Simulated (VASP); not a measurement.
Computed with PBEsol GGA, VASP's PBE PAW potentials (set 64) (plane waves; VASP).

A VASP calculation is set up with these files.

File POSCAR:
```
Tb(GePd)2
1
   -2.0953485726     2.0953485726     5.0539533587
    2.0953485726    -2.0953485726     5.0539533587
    2.0953485726     2.0953485726    -5.0539533587
Tb Ge Pd
1 2 2
Direct
  1.0000000000   1.0477247563   1.0477247563
  0.6189273334   0.6189273334   0.0000000000
  0.3810726666   0.3810726666   1.0000000000
  0.7500000000   0.2500000000   0.5000000000
  0.2500000000   0.7500000000   0.5000000000
```

INCAR:
```
! general
SYSTEM =Tb(GePd)2
PREC   =Accurate
ENCUT  =480   ! plane-wave cut-off (eV)
LREAL  =F
LASPH  =T

! electronic loop
EDIFF  =1E-7
NELM   =100   ! most electronic steps
ALGO   =Normal   ! blocked Davidson
LMAXMIX=6   ! l cut-off of mixed one-centre charges

! smearing
ISMEAR =1   ! Methfessel-Paxton
SIGMA  =0.1   ! width (eV)

! functional
GGA    =PS

! ions
ISIF   =2   ! forces and stress, cell fixed

! output
LWAVE  =F
LCHARG =F
```

### KPOINTS
```
Automatic mesh
0
Gamma
10 10 10
0 0 0
```

POTCAR, in this order: Tb_3 Ge_d Pd (PBE.64 set). Program: vasp_std.

Output of the run:

**OUTCAR**
```
 ion  position               nearest neighbor table
   1  0.000  0.048  0.048-   2 3.07   2 3.07   3 3.07   3 3.07   4 3.16   5 3.16   4 3.29   5 3.29
                             4 3.29   5 3.29   2 3.33   2 3.33   3 3.33   3 3.33   4 3.41   5 3.41
   2  0.619  0.619  0.000-   3 2.40   4 2.48   5 2.48   4 2.48   5 2.48   1 3.07   1 3.07   1 3.33
                             1 3.33
   3  0.381  0.381  0.000-   2 2.40   4 2.48   5 2.48   5 2.48   4 2.48   1 3.07   1 3.07   1 3.33
                             1 3.33
   4  0.750  0.250  0.500-   3 2.48   2 2.48   3 2.48   2 2.48   5 2.96   5 2.96   5 2.96   5 2.96
                             1 3.16   1 3.29   1 3.29   1 3.41
   5  0.250  0.750  0.500-   3 2.48   2 2.48   3 2.48   2 2.48   4 2.96   4 2.96   4 2.96   4 2.96
                             1 3.16   1 3.29   1 3.29   1 3.41
  LATTYP: Found a body centered tetragonal cell.
 ALAT       =     4.1906971452
 C/A-ratio  =     2.4119869242
 Subroutine PRICEL returns:
 Original cell was already a primitive cell.
 Subroutine GETGRP returns: Found  4 space group operations
The static configuration has the point symmetry C_2v.
The dynamic configuration has the point symmetry C_2v.
 Subroutine INISYM returns: Found  4 space group operations
 Subroutine IBZKPT returns following result:
 Found    171 irreducible k-points:

 Following reciprocal coordinates:
            Coordinates               Weight
  0.000000  0.000000  0.000000      1.000000
  0.100000 -0.000000  0.000000      4.000000
 -0.000000  0.100000  0.000000      4.000000
  0.200000 -0.000000  0.000000      4.000000
 -0.000000  0.200000  0.000000      4.000000
  0.300000  0.000000  0.000000      4.000000
  0.000000  0.300000  0.000000      4.000000
  0.400000  0.000000 -0.000000      4.000000
  0.000000  0.400000 -0.000000      4.000000
  0.500000  0.000000  0.000000      2.000000
  0.000000  0.500000  0.000000      2.000000
  0.100000  0.100000  0.000000      8.000000
  0.200000  0.100000  0.000000      8.000000
  0.000000  0.300000 -0.100000      8.000000
  0.300000  0.100000  0.000000      8.000000
  0.000000  0.400000 -0.100000      8.000000
  0.400000  0.100000  0.000000      8.000000
  0.000000  0.500000 -0.100000      8.000000
  0.500000  0.100000  0.000000      8.000000
 -0.000000 -0.400000 -0.100000      8.000000
 -0.400000  0.100000  0.000000      8.000000
  0.000000 -0.300000 -0.100000      8.000000
 -0.300000  0.100000 -0.000000      8.000000
  0.000000 -0.200000 -0.100000      8.000000
 -0.200000  0.100000  0.000000      8.000000
  0.000000 -0.100000 -0.100000      8.000000
 -0.100000  0.100000  0.000000      4.000000
  0.200000  0.200000  0.000000      8.000000
  0.300000  0.200000  0.000000      8.000000
  0.000000  0.500000 -0.200000      8.000000
  0.400000  0.200000  0.000000      8.000000
 -0.000000 -0.400000 -0.200000      8.000000
  0.500000  0.200000  0.000000      8.000000
 -0.000000 -0.300000 -0.200000      8.000000
 -0.400000  0.200000  0.000000      8.000000
 -0.000000 -0.200000 -0.200000      8.000000
 -0.300000  0.200000 -0.000000      8.000000
 -0.000000 -0.100000 -0.200000      8.000000
 -0.200000  0.200000  0.000000      4.000000
  0.300000  0.300000  0.000000      8.000000
   k-points           NKPTS =    171   k-points in BZ     NKDIM =    171   number of bands    NBANDS=     34
   number of dos      NEDOS =    301   number of ions     NIONS =      5
   total plane-waves  NPLWV =  74088
   dimension x,y,z NGX =    42 NGY =   42 NGZ =   42
   dimension x,y,z NGXF=    84 NGYF=   84 NGZF=   84
   ions per type =               1   2   2
   PREC   = accura    normal or accurate (medium, high low for compatibility)
   ISTART =      0    job   : 0-new  1-cont  2-samecut
   ICHARG =      2    charge: 1-file 2-atom 10-const
   ISPIN  =      1    spin polarized calculation?
...
```

### OSZICAR
```
       N       E                     dE             d eps       ncg     rms          rms(c)
DAV:   1     0.499891742127E+03    0.49989E+03   -0.25623E+04 13984   0.344E+03
DAV:   2     0.447969097739E+02   -0.45509E+03   -0.44556E+03 11644   0.783E+02
DAV:   3    -0.281286022701E+02   -0.72926E+02   -0.71362E+02 12892   0.189E+02
DAV:   4    -0.321164580477E+02   -0.39879E+01   -0.39486E+01 14484   0.506E+01
DAV:   5    -0.322123818313E+02   -0.95924E-01   -0.95763E-01 14452   0.819E+00    0.265E+01
DAV:   6    -0.314423875441E+02    0.76999E+00   -0.98889E+00 12990   0.187E+01    0.143E+01
DAV:   7    -0.310787947247E+02    0.36359E+00   -0.34911E+00 13874   0.135E+01    0.865E+00
DAV:   8    -0.309899658048E+02    0.88829E-01   -0.35999E-01 13734   0.462E+00    0.177E+00
DAV:   9    -0.309818488385E+02    0.81170E-02   -0.92080E-02 15360   0.237E+00    0.458E-01
DAV:  10    -0.309802061927E+02    0.16426E-02   -0.14807E-02 12516   0.930E-01    0.154E-01
DAV:  11    -0.309802528266E+02   -0.46634E-04   -0.78311E-04 16302   0.243E-01    0.482E-02
DAV:  12    -0.309802573794E+02   -0.45528E-05   -0.12389E-04 14484   0.751E-02    0.384E-02
DAV:  13    -0.309802496435E+02    0.77360E-05   -0.41915E-05 13788   0.446E-02    0.563E-03
DAV:  14    -0.309802500711E+02   -0.42765E-06   -0.22649E-06 13292   0.907E-03    0.465E-03
DAV:  15    -0.309802499934E+02    0.77740E-07   -0.21889E-07 10572   0.347E-03
   1 F= -.30980250E+02 E0= -.30980160E+02  d E =-.269496E-03
```

File OUTCAR:
```
------------------------ aborting loop because EDIFF is reached ----------------------------------------
  FORCE on cell =-STRESS in cart. coord.  units (eV):
  Direction    XX          YY          ZZ          XY          YZ          ZX
  --------------------------------------------------------------------------------------
  Total        0.5422250      0.7283119      0.5902193      0.0000000      0.0000000      0.0000000
  in kB        9.7878290     13.1469262     10.6541848      0.0000000      0.0000000      0.0000000
  external PRESSURE =      11.1963133 kB  Pullay stress =       0.0000000 kB
  volume of cell :       88.76
      direct lattice vectors                 reciprocal lattice vectors
    -2.095348573  2.095348573  5.053953359     0.000000000  0.238623782  0.098932452
     2.095348573 -2.095348573  5.053953359     0.238623782  0.000000000  0.098932452
     2.095348573  2.095348573 -5.053953359     0.238623782  0.238623782  0.000000000
 POSITION                                       TOTAL-FORCE (eV/Angst)
 -----------------------------------------------------------------------------------
      0.20000      0.00000      0.00000        -0.856424     -0.000000     -0.000000
      0.00000      0.00000      6.25606         0.348989      0.000000      0.087182
      0.00000      0.00000      3.85185         0.348989     -0.000000     -0.087182
      0.00000      2.09535      2.52698         0.079223      0.000000     -0.027449
      2.09535      0.00000      2.52698         0.079223      0.000000      0.027449
 -----------------------------------------------------------------------------------
    total drift:                               -0.000006     -0.000000     -0.000000
  FREE ENERGIE OF THE ION-ELECTRON SYSTEM (eV)
  ---------------------------------------------------
  free  energy   TOTEN  =       -30.9802499934 eV

  energy  without entropy=      -30.9799804970  energy(sigma->0) =      -30.98016016
```
(Selected blocks of OUTCAR.)

The 4f electrons are frozen in the core of the lanthanide potential, so 4f levels, which can set the real gap, and their magnetism are missing.

The structure comes from a computed database's Pd2TbGe2 entry (I4/mmm); how it stands against other phases isn't given here. This cell was strained or had an atom moved on purpose. The electron count is odd and the run is not spin-polarised, which forces a metal.
